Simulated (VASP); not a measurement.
An input for Quantum ESPRESSO's pw.x (written as the equivalent of a VASP run, and not itself run):

```
&CONTROL
  calculation = 'vc-relax'
  pseudo_dir = './pseudo'
  outdir = './out'
  tprnfor = .true.
  tstress = .true.
  nstep = 30
  forc_conv_thr = 0.00039
/
&SYSTEM
  ibrav = 0
  nat = 6
  ntyp = 2
  ecutwfc = 74
  occupations = 'smearing'
  smearing = 'gaussian'
  degauss = 0.003675
  input_dft = 'vdw-df2-b86r'
/
&ELECTRONS
  conv_thr = 7.3e-09
  electron_maxstep = 100
/
&IONS
/
&CELL
  cell_dofree = 'shape'
/
ATOMIC_SPECIES
  W 183.840 W.upf
  S 32.060 S.upf
CELL_PARAMETERS angstrom
     1.5852259   -2.7456918    0.0000000
     1.5852259    2.7456918    0.0000000
     0.0000000    0.0000000   12.3576983
ATOMIC_POSITIONS crystal
  W    0.3333330  0.6666670  0.2500000
  W    0.6666670  0.3333330  0.7500000
  S    0.3333330  0.6666670  0.8776440
  S    0.6666670  0.3333330  0.3776440
  S    0.6666670  0.3333330  0.1223560
  S    0.3333330  0.6666670  0.6223560
K_POINTS automatic
  8 8 2 0 0 0
```

Q: Write the VASP files for the same calculation (rev-vdW-DF2).

A: One answer among several that fit: 
**KPOINTS**
```
Regular mesh
0
gamma
 8 8 2
```

INCAR:
```
# general
SYSTEM  =WS2
PREC    =Accurate
ENCUT   =520
LREAL   =F
LASPH   =T

# electronic loop
EDIFF   =1E-7   # SCF stop (eV)
NELM    =100   # most electronic steps
ALGO    =Normal   # blocked Davidson
LMAXMIX =6   # l cut-off of mixed one-centre charges

# smearing
ISMEAR  =0
SIGMA   =0.05   # width (eV)

# functional
GGA     =MK
LUSE_VDW=T
AGGAC   =0.0
PARAM1  =0.1234568
PARAM2  =0.7114
ZAB_VDW =-1.8867

# ions
IBRION  =2
NSW     =30
ISIF    =4   # ions and shape, fixed volume
EDIFFG  =-0.01   # ionic stop

# output
LWAVE   =F
LCHARG  =F
```

**POSCAR**
```
WS2
1
    1.5852259102    -2.7456917956     0.0000000000
    1.5852259102     2.7456917956     0.0000000000
    0.0000000000     0.0000000000    12.3576982805
W S
2 4
Direct
  0.3333330000   0.6666670000   0.2500000000
  0.6666670000   0.3333330000   0.7500000000
  0.3333330000   0.6666670000   0.8776440144
  0.6666670000   0.3333330000   0.3776440144
  0.6666670000   0.3333330000   0.1223559856
  0.3333330000   0.6666670000   0.6223559856
```

POTCAR, in this order: W_sv S (PBE.64 set). Program: vasp_std.

The two are equivalent in intent, not identical: the potentials are each code's own (VASP's PAW set, PseudoDojo norm-conserving files in pw.x), so ENCUT and ecutwfc are chosen apart and not converted; conv_thr bounds pw.x's estimated SCF error, while EDIFF bounds the energy change between steps; forc_conv_thr acts on force components and is met together with etot_conv_thr.

The compound is WS2 in the 2H layered structure. This run relaxes it. Symmetry was kept, so distortions that lower it aren't found.
